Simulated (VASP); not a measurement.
```
CELL_PARAMETERS angstrom
      0.00000     2.88693     2.88693
      2.88693     0.00000     2.88693
     11.55745    11.55745    -0.00973
ATOMIC_POSITIONS crystal
  Ga 0.01603 0.01603 0.98797
  Ga 0.98515 0.98515 0.26114
  Ga 0.99503 0.99503 0.50373
  Ga 0.00467 0.00467 0.74650
  Sb 0.24872 0.24872 0.06346
  As 0.24033 0.24033 0.31975
  As 0.25010 0.25010 0.56242
  As 0.25995 0.25995 0.80503
```

Method: PBEsol GGA, VASP's PBE PAW potentials (set 64) (plane waves; VASP). Numerical set-up: 400 eV cut-off, 10×10×3 Γ-centred mesh, tetrahedra with Blöchl corrections, potentials Ga_d Sb As.

Unless said otherwise, spin-orbit coupling is left out, though it shifts the bands of the heavy elements here.

**Question.** Estimate the energy per atom (σ→0), band gap (on the k-mesh) with the smallest direct gap where there is one.

**Answer.** 
```
Property                                                     Value
------------------------  ----------------------------------------
band gap (on the k-mesh)  none (metal, semimetal or under 0.01 eV)
energy per atom (σ→0)                       -424.7 kJ/mol of atoms
```

The absolute energy has meaning only against runs of the same code, potentials and settings.

The structure was generated: Ga4As3Sb was put into an ordered model structure (R3m), which need not be its known phase. It was relaxed first.
